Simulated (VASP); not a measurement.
# MnIn11P12 (a cell with a defect) in VASP: notebook, part 3 of 3

VASP 6.6.1.

### Step 6. Single point, PBEsol+U, collinear spin, ferromagnetic start

The input, INCAR:

```
ALGO = Normal
EDIFF = 1E-5
ENCUT = 350
GGA = PS
ISIF = 2
ISMEAR = 0
ISPIN = 2
KPAR = 2
LASPH = True
LCHARG = False
LDAU = True
LDAUJ = 0 0 0
LDAUL = 2 -1 -1
LDAUPRINT = 1
LDAUTYPE = 2
LDAUU = 3.5 0 0
LMAXMIX = 4
LORBIT = 11
LREAL = Auto
LWAVE = False
MAGMOM = 2 0 0 0 0 0 0 0 0 0 0 0 0 0 0 0 0 0 0 0 0 0 0 0
NELM = 120
NUPDOWN = 2
PREC = Accurate
SIGMA = 0.03
```

The input, KPOINTS:

```
k-points
0
Gamma
  2 2 2
```

The input, POSCAR:

```
MnIn11P12
1.0
    0.0000000000      8.8030500000      8.8030500000
    5.8687000000      0.0000000000      5.8687000000
    5.8687000000      5.8687000000      0.0000000000
Mn In P
1 11 12
Direct
    0.0000000000      0.0000000000      0.0000000000
    0.0000000000      0.0000000000      0.5000000000
    0.0000000000      0.5000000000      0.0000000000
    0.0000000000      0.5000000000      0.5000000000
    0.3333330000      0.0000000000      0.0000000000
    0.3333330000      0.0000000000      0.5000000000
    0.3333330000      0.5000000000      0.0000000000
    0.3333330000      0.5000000000      0.5000000000
    0.6666670000      0.0000000000      0.0000000000
    0.6666670000      0.0000000000      0.5000000000
    0.6666670000      0.5000000000      0.0000000000
    0.6666670000      0.5000000000      0.5000000000
    0.0833333333      0.1250000000      0.1250000000
    0.0833333333      0.1250000000      0.6250000000
    0.0833333333      0.6250000000      0.1250000000
    0.0833333333      0.6250000000      0.6250000000
    0.4166663333      0.1250000000      0.1250000000
    0.4166663333      0.1250000000      0.6250000000
    0.4166663333      0.6250000000      0.1250000000
    0.4166663333      0.6250000000      0.6250000000
    0.7500003333      0.1250000000      0.1250000000
    0.7500003333      0.1250000000      0.6250000000
    0.7500003333      0.6250000000      0.1250000000
    0.7500003333      0.6250000000      0.6250000000
```

Potentials or basis: VASP PAW PBE potentials, release 64 (Mn_pv, In_d, P).

Command:

```
$ cat potpaw_PBE.64/Mn_pv/POTCAR potpaw_PBE.64/In_d/POTCAR potpaw_PBE.64/P/POTCAR > POTCAR
$ mpirun -np 4 vasp_std > vasp.out
```

OUTCAR:

```text
EDIFF = 1E-5
   ENCUT = 350
   GGA = PS
   ISIF = 2
   ISMEAR = 0
   ISPIN = 2
   LASPH = True
   LORBIT = 11
   LREAL = Auto
   NELM = 120
   NUPDOWN = 2
   PREC = Accurate

 ion  position               nearest neighbor table
   1  0.000  0.000  0.000-  21 2.54  13 2.54  15 2.54  14 2.54
   2  0.000  0.000  0.500-  22 2.54  14 2.54  16 2.54  13 2.54
   3  0.000  0.500  0.000-  23 2.54  15 2.54  16 2.54  13 2.54
   4  0.000  0.500  0.500-  24 2.54  16 2.54  14 2.54  15 2.54
   5  0.333  0.000  0.000-  13 2.54  17 2.54  18 2.54  19 2.54
   6  0.333  0.000  0.500-  14 2.54  18 2.54  17 2.54  20 2.54
[... 16 lines left out ...]
  23  0.750  0.625  0.125-   3 2.54  11 2.54   9 2.54  12 2.54
  24  0.750  0.625  0.625-   4 2.54  12 2.54  11 2.54  10 2.54

  LATTYP: Found a face centered orthorhombic cell.
 ALAT       =     8.2995951335
 B/A-ratio  =     1.7320508076
 C/A-ratio  =     2.4494897428

  Lattice vectors:

 A1 = (   0.0000000000,   8.8030500000,   8.8030500000)
 A2 = (  -5.8687000000,   2.9343500000,   8.8030500000)
 A3 = (   5.8687000000,  -0.0000000000,   5.8687000000)

Analysis of symmetry for initial positions (statically):
=====================================================================
 Subroutine PRICEL returns:
 Original cell was already a primitive cell.

 Routine SETGRP: Setting up the symmetry group for a
 face centered orthorhombic supercell.

 Subroutine GETGRP returns: Found  2 space group operations
 (whereof  2 operations were pure point group operations)
 out of a pool of  8 trial point group operations.

The static configuration has the point symmetry C_1h.

Analysis of symmetry for dynamics (positions and initial velocities):
=====================================================================
 Subroutine PRICEL returns:
 Original cell was already a primitive cell.

[... 248 lines left out ...]
      5      -9.4109      1.00000
      6      -9.4104      1.00000
[... 727 lines left out ...]
    119       7.8868      0.00000
    120       7.9340      0.00000
 Fermi energy:         6.4379905856

 spin component 2

 k-point     1 :       0.0000    0.0000    0.0000
  band No.  band energies     occupation
      1     -41.0400      1.00000
      2     -41.0385      1.00000
      3     -41.0017      1.00000
      4      -9.4492      1.00000
      5      -9.4315      1.00000
      6      -9.4285      1.00000
[... 727 lines left out ...]
    119       8.1630      0.00000
    120       8.2850      0.00000
 [bands above 120 left out]

------------------------ aborting loop because EDIFF is reached ----------------------------------------

  FORCE on cell =-STRESS in cart. coord.  units (eV):
  Direction    XX          YY          ZZ          XY          YZ          ZX
  --------------------------------------------------------------------------------------
  -------------------------------------------------------------------------------------
  Total        0.2380628      0.2796032      0.2796032      0.7670283     -0.8221565      0.7670283
  in kB        0.6290066      0.7387639      0.7387639      2.0266323     -2.1722916      2.0266323
  external PRESSURE =       0.7021782 kB  Pullay stress =       0.0000000 kB

 VOLUME and BASIS-vectors are now :
 -----------------------------------------------------------------------------
  energy-cutoff  :      350.00
  volume of cell :      606.38
      direct lattice vectors                 reciprocal lattice vectors
     0.000000000  8.803050000  8.803050000    -0.056798496  0.056798496  0.056798496
     5.868700000  0.000000000  5.868700000     0.085197744 -0.085197744  0.085197744
     5.868700000  5.868700000  0.000000000     0.085197744  0.085197744 -0.085197744

 POSITION                                       TOTAL-FORCE (eV/Angst)
 -----------------------------------------------------------------------------------
      0.00000      0.00000      0.00000         0.077339     -0.082479     -0.082479
      2.93435      2.93435      0.00000         0.012681      0.008644     -0.140709
      2.93435      0.00000      2.93435         0.012681     -0.140709      0.008644
      5.86870      2.93435      2.93435         0.136876     -0.016287     -0.016287
      0.00000      2.93435      2.93435        -0.083761     -0.000909     -0.000909
      2.93435      5.86870      2.93435         0.030545      0.053049     -0.035859
[... 16 lines left out ...]
      4.40152      7.33588     10.27023        -0.000598      0.042374     -0.014634
      7.33587     10.27023     10.27023        -0.032021      0.008633      0.008633
 -----------------------------------------------------------------------------------
    total drift:                                0.034757      0.003739      0.003737

  FREE ENERGIE OF THE ION-ELECTRON SYSTEM (eV)
  ---------------------------------------------------
  free  energy   TOTEN  =      -111.4046156487 eV

  energy  without entropy=     -111.4018292107  energy(sigma->0) =     -111.40322243

 total charge

# of ion       s       p       d       tot
------------------------------------------
    1        0.294   6.193   4.846  11.334
    2        0.839   0.763   9.895  11.498
    3        0.839   0.763   9.895  11.498
    4        0.840   0.764   9.895  11.499
    5        0.842   0.767   9.894  11.502
    6        0.840   0.767   9.895  11.502
[... 16 lines left out ...]
   23        1.037   1.465   0.000   2.502
   24        1.037   1.466   0.000   2.502
--------------------------------------------------
tot         21.993  32.111 113.694 167.798

 magnetization (x)

# of ion       s       p       d       tot
------------------------------------------
    1        0.042   0.022   4.191   4.255
    2       -0.009  -0.007  -0.008  -0.025
    3       -0.009  -0.007  -0.008  -0.025
    4       -0.011  -0.007  -0.008  -0.027
    5       -0.014  -0.012  -0.008  -0.035
    6       -0.016  -0.009  -0.008  -0.033
[... 16 lines left out ...]
   23       -0.014  -0.036   0.000  -0.050
   24       -0.014  -0.035   0.000  -0.049
--------------------------------------------------
tot         -0.269  -0.904   4.110   2.937
```

Wall time 8.1 min (4 MPI ranks of AMD EPYC 7R13 (Zen 3), shared host); peak memory 0.53 GiB.

Results:

| Item | Value |
| --- | --- |
| Free energy | -111.4046 eV |
| Pressure | 0.1 GPa |
| Largest force | 0.700 eV/Å |
| Net moment | 2.00 μB per cell |
| Site moments | Mn +4.25; In -0.03, -0.04; P -0.14, -0.03, -0.09, -0.06, -0.04, -0.12, -0.05 μB |
| Valence electrons inside the program's atomic spheres | Mn 11.33; In 11.50; P 2.48, 2.50, 2.49 |

Forces in eV/Å, atoms in the order of the input:
```
Mn   0.077 -0.082 -0.082
In   0.013  0.009 -0.141
In   0.013 -0.141  0.009
In   0.137 -0.016 -0.016
In  -0.084 -0.001 -0.001
In   0.031  0.053 -0.036
In   0.031 -0.036  0.053
In   0.002 -0.001 -0.001
In  -0.043  0.036  0.036
In   0.000  0.012 -0.006
In   0.000 -0.006  0.012
In   0.005 -0.012 -0.012
P   -0.413 -0.318 -0.318
P    0.299  0.411 -0.310
P    0.299 -0.310  0.411
P   -0.011  0.028  0.028
P    0.044 -0.021 -0.021
P    0.022 -0.031 -0.011
P    0.022 -0.011 -0.031
P   -0.002 -0.001 -0.001
P   -0.405  0.404  0.404
P   -0.001 -0.015  0.042
P   -0.001  0.042 -0.015
P   -0.032  0.009  0.009
```

Eigenvalues of the final occupation matrices:
```
    site  spin  trace               eigenvalues
site 1 d     1   4.53  0.89 0.89 0.90 0.92 0.92
site 1 d     2   0.33  0.02 0.02 0.09 0.09 0.11
```

Caveat: the k mesh is coarse (spacing up to 0.46 Å⁻¹), so the values aren't converged; the PAW data sets were made with another functional, which shifts forces and pressure a little; the total moment is fixed, so each spin has its own Fermi level; only a ferromagnetic start was run, and an antiferromagnetic order may lie lower in energy; the U is typed as a test and isn't derived for this compound. The state reached can hang on the start; a lower one may exist.

### Step 7. Summary

| fixed moment (μB) | pressure (GPa) | moment (μB) | largest force (eV/Å) |
| --- | --- | --- | --- |
| - | -0.5 | 4.20 | 0.57 |
| 4 | -0.5 | 4.00 | 0.60 |
| 2 | 0.1 | 2.00 | 0.70 |

Alike in all rows: task single point; level PBEsol+U; potentials or basis VASP PAW PBE potentials, release 64 (Mn_pv, In_d, P); spin collinear, ferromagnetic start; Mn d U = 3.5 eV; cell as given; k mesh 2 × 2 × 2; cutoff (eV) 350; smearing gaussian 0.03 eV; the mesh is coarse, so values aren't converged.

Caveats: all runs use coarse meshes; the PAW data sets were made with another functional, which shifts forces and pressure a little; only a ferromagnetic start was run, and an antiferromagnetic order may lie lower in energy; the U is typed as a test and isn't derived for this compound; the total moment is fixed, so each spin has its own Fermi level (some runs).

Total energies depend on the potentials used, so only differences within one code and one set of settings carry meaning.
